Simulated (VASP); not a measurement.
```
CELL_PARAMETERS angstrom
      0.00000     1.98623     1.98623
      1.98623     0.00000     1.98623
      1.98623     1.98623     0.00000
ATOMIC_POSITIONS crystal
  Pt 0.00000 0.00000 0.00000
```

Computed with LDA (Ceperley-Alder, Perdew-Zunger), VASP's LDA PAW potentials (set 64) (plane waves; VASP). Run with 520 eV cut-off, 16×16×16 Γ-centred mesh, first-order Methfessel-Paxton smearing of 0.10 eV, potentials Pt.

Question: The job: Pt (fcc), 1 atom, LDA, static run, 520 eV, 16×16×16 Γ-centred mesh. Roughly how much core time does it take on a busy server core?

Answer: About 10 core-seconds (one run on a shared machine, a rough figure). It had 145 irreducible k-points, 9 bands, up to 444 plane waves and 11 electronic steps.

The compound is Pt in the fcc structure. This cell is one point of a volume scan, at 1.06 of the reference volume.
